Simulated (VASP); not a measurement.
Energy against volume of CuI (zinc blende). Computed with PBE0 hybrid, VASP's PBE PAW potentials (set 64) (plane waves; VASP). Numerical set-up: 520 eV cut-off, 6×6×6 Γ-centred mesh, Gaussian smearing of 0.050 eV, potentials Cu I.

| V (Å³/atom) | E (eV/atom) |
|---|---|
| 26.418 | -3.48268 |
| 27.261 | -3.49354 |
| 28.104 | -3.49710 |
| 28.947 | -3.49465 |

Fit these four points and predict the energy of the run at 25.575 Å³/atom.

A cubic in V^(−2/3), the third-order Birch-Murnaghan form, passes through the four points with V0 = 28.15 Å³/atom and B0 = 38 GPa, and gives -3.4630 eV/atom there. The run gave -3.4631 eV/atom, -0.1 meV/atom from the fit; all five points give B0 = 38 GPa.

The compound is CuI in the zinc blende structure. It was relaxed first. The cell's shape comes from a PBE relaxation.
